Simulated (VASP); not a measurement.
AlN (wurtzite):

```xyz
4
Lattice="1.5550 -2.6933 0.0000 1.5550 2.6933 0.0000 0.0000 0.0000 4.9800" Properties=species:S:1:pos:R:3 pbc="T T T"
Al     1.5550    -0.8978     2.4900
Al     1.5550     0.8978     0.0000
N      1.5550    -0.8978     4.3924
N      1.5550     0.8978     1.9024
```

The highest filled band near Γ, direction c, from mBJ (TB09) with spin-orbit coupling in VASP (PAW); its two spin partners are averaged. The gap over the points computed is 5.37 eV, and the next band on that side lies 0.22 eV away at the edge.

Settings: 520 eV cut-off, 9×9×5 Γ-centred mesh, Gaussian smearing of 0.050 eV, potentials Al N.

```tsv
distance from the edge in k (1/Å)	distance in energy (meV)
0.018	4.4
0.025	8.4
0.035	16.4
0.050	33.3
```

### Question
Fit E(1 + αE) = ħ²k²/2m* (ħ²/2m0 = 3.810 eV Å²) and predict the row at 0.070 1/Å.

### Answer
The rows don't resolve α, so a parabola serves: the hole mass is m* = 0.286 m0, and so 65.4 meV. The run gave 64.9 meV, -0.5 meV from the fit.

Left out are points under 3 meV from the edge, since the levels carry 0.1 meV, and points farther than half the way to the next band.

The compound is AlN in the wurtzite structure. The cell was not relaxed at this level.
